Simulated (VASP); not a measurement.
The system is Sn.

```
Sn
1.0
    -2.91964    2.91964    1.59380
     2.91964   -2.91964    1.59380
     2.91964    2.91964   -1.59380
Sn
2
Direct
  0.00000 0.00000 0.00000
  0.75000 0.25000 0.50000
```

```yaml
Program: VASP 6.6.1
Task: relaxation of cell and atoms
Functional: LDA
Potentials_or_basis: VASP PAW LDA potentials, release 64 (Sn_d)
Cutoff: 600 eV
k_mesh: 16 × 16 × 16
Occupations: methfessel-paxton, width 0.1 eV
Spin: no spin polarisation
```

At the start: pressure -2.0 GPa; volume 27.17 Å³/atom.

**Question.** Where does the relaxation end?

**Answer.** Over 5 steps the energy falls by 6.9 meV/atom and the volume is 26.18 Å³/atom (-3.6 %); space group I4_1/amd (No. 141, to 0.05 Å).

The path:
| step | energy change (eV) | largest force (eV/Å) | pressure (GPa) | volume (Å³) |
| --- | --- | --- | --- | --- |
| 1 | 0.0000 | 0.0000 | -2.02 | 54.34 |
| 2 | -0.0119 | 0.0000 | 0.82 | 51.70 |
| 3 | -0.0134 | 0.0000 | 0.05 | 52.34 |
| 4 | -0.0138 | 0.0000 | 0.04 | 52.36 |
| 5 | -0.0139 | 0.0000 | 0.03 | 52.37 |

Final structure:
```yaml
crystal:
  lattice:
    - [-2.89473, 2.89473, 1.56231]
    - [2.89473, -2.89473, 1.56231]
    - [2.89473, 2.89473, -1.56231]
  atoms:
    - { symbol: Sn, position: [0.00000, 0.00000, 0.00000] }
    - { symbol: Sn, position: [0.75000, 0.25000, 0.50000] }
```
